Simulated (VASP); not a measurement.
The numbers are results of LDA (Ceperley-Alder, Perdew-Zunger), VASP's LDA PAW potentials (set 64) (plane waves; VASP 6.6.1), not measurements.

VASP input:

### KPOINTS
```
Automatic mesh
0
Gamma
 5 5 5
0 0 0
```

**POSCAR**
```
SrTiO3
1.0
  3.8612936557   0.0000000000   0.0000000000
  0.0000000000   3.8612936557   0.0000000000
  0.0000000000   0.0000000000   3.8612936557
Sr Ti O
1 1 3
direct
  0.0000000000   0.0000000000   0.0000000000
  0.5000000000   0.5000000000   0.5000000000
  0.5000000000   0.0000000000   0.5000000000
  0.0000000000   0.5000000000   0.5000000000
  0.5000000000   0.5000000000   0.0000000000
```

### INCAR
```
SYSTEM = SrTiO3
PREC = Accurate; ENCUT = 520; LREAL = .FALSE.
LASPH = .TRUE.
EDIFF = 1E-8; NELM = 100; ALGO = Normal
LMAXMIX = 4
ISMEAR = 0; SIGMA = 0.05
IBRION = 1; NSW = 30; ISIF = 2
EDIFFG = -0.001
LWAVE = .FALSE.; LCHARG = .FALSE.
```

POTCAR, in this order: Sr_sv Ti_sv O (LDA.64 set). Program: vasp_std.

Task: Estimate the energy per atom (σ→0).

Result: 
* **energy per atom (σ→0)**: -8.835 eV/atom

### OSZICAR
```
...
DAV:  12    -0.441740405421E+02    0.54849E-03   -0.36410E-03   640   0.708E-01    0.658E-02
DAV:  13    -0.441740329862E+02    0.75560E-05   -0.31934E-04   640   0.127E-01    0.456E-02
DAV:  14    -0.441740257459E+02    0.72403E-05   -0.50057E-05   776   0.471E-02    0.941E-03
DAV:  15    -0.441740250142E+02    0.73170E-06   -0.46577E-06   688   0.179E-02    0.474E-03
DAV:  16    -0.441740246730E+02    0.34112E-06   -0.11475E-06   712   0.146E-02    0.145E-03
DAV:  17    -0.441740246869E+02   -0.13806E-07   -0.23374E-07   704   0.460E-03    0.979E-04
DAV:  18    -0.441740246795E+02    0.73919E-08   -0.34235E-08   480   0.201E-03
   1 F= -.44174025E+02 E0= -.44174025E+02  d E =-.441740E+02
```

The compound is SrTiO3 in the cubic perovskite structure, the ideal cubic form; the compound distorts at low or room temperature. It was relaxed first. The start is the result of an earlier pass.
